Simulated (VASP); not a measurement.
Input:

```
SnSe2
1.0
    1.88801    -3.27013     0.00000
    1.88801     3.27013     0.00000
    0.00000     0.00000     5.52211
Sn Se
1 2
Direct
  0.00000   0.00000   0.00000
  0.33333   0.66667   0.28720
  0.66667   0.33333   0.71280
```

These are PBEsol GGA, VASP's PBE PAW potentials (set 64) (plane waves; VASP) values and carry that method's errors. Settings: 500 eV cut-off, 9×9×6 Γ-centred mesh, first-order Methfessel-Paxton smearing of 0.10 eV, potentials Sn_d Se.

Energy and stress use the plane-wave basis of the starting cell. Without a dispersion term in the relaxation, distances and binding between the weakly bound layers, chains or molecules are unreliable, and so is what depends on them.

**Question.** The ions, cell shape and volume at an external pressure of 10.0 GPa are relaxed. Give the cell that the relaxation ends in.

**Answer.** 
```
SnSe2
1.0
    1.86081    -3.22301     0.00000
    1.86081     3.22301     0.00000
    0.00000     0.00000     5.34682
Sn Se
1 2
Direct
  0.00000   0.00000   0.00000
  0.33333   0.66667   0.29708
  0.66667   0.33333   0.70292
```
Space group P-3m1 (164), at a tolerance of 0.03 Å.

**Question.** How do energy and volume change from the first to the last step?

**Answer.** The energy (σ→0) changes by +61.8 meV/atom and the volume by -5.9 %, in 10 ionic steps.

| step | E(σ→0) (eV) | max force (eV/Å) | pressure (GPa) | volume (Å³) |
|---|---|---|---|---|
| 1 | -12.8594 | 0.010 | 5.01 | 68.19 |
| 2 | -12.4071 | 0.797 | 17.62 | 61.44 |
| 3 | -12.7176 | 0.315 | 9.93 | 65.10 |
| 4 | -12.7139 | 0.322 | 10.07 | 65.04 |
| 5 | -12.7029 | 0.197 | 10.05 | 64.75 |
| 6 | -12.6835 | 0.070 | 10.09 | 64.38 |
| 7 | -12.6780 | 0.044 | 10.11 | 64.29 |
| 8 | -12.6856 | 0.027 | 9.82 | 64.37 |
| 9 | -12.6951 | 0.020 | 9.39 | 64.49 |
| 10 | -12.6740 | 0.016 | 9.97 | 64.13 |

The compound is SnSe2 in the 1T layered structure. This run relaxes it under an external pressure of 10 GPa. Symmetry was kept, so distortions that lower it aren't found.
